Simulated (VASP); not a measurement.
Energy against volume of CoSi$_{2}$ (fluorite). Method: MS2 meta-GGA, VASP's PBE PAW potentials (set 64) (plane waves; VASP). Run with 520 eV cut-off, 10×10×10 Γ-centred mesh, first-order Methfessel-Paxton smearing of 0.10 eV, potentials Co Si.

| V (Å³/atom) | E (eV/atom) |
|---|---|
| 11.748 | -10.03393 |
| 12.123 | -10.05769 |
| 12.498 | -10.06532 |
| 12.873 | -10.05929 |

### Question
Fit these four points and predict the energy of the run at 13.248 Å³/atom.

### Answer
A cubic in V^(−2/3), the third-order Birch-Murnaghan form, passes through the four points with V0 = 12.51 Å³/atom and B0 = 193 GPa, and gives -10.0417 eV/atom there. The run gave -10.0417 eV/atom, -0.0 meV/atom from the fit; all five points give B0 = 193 GPa.

The compound is CoSi2 in the fluorite structure. It was relaxed first. The run is not spin-polarised, so no magnetic state was tried.
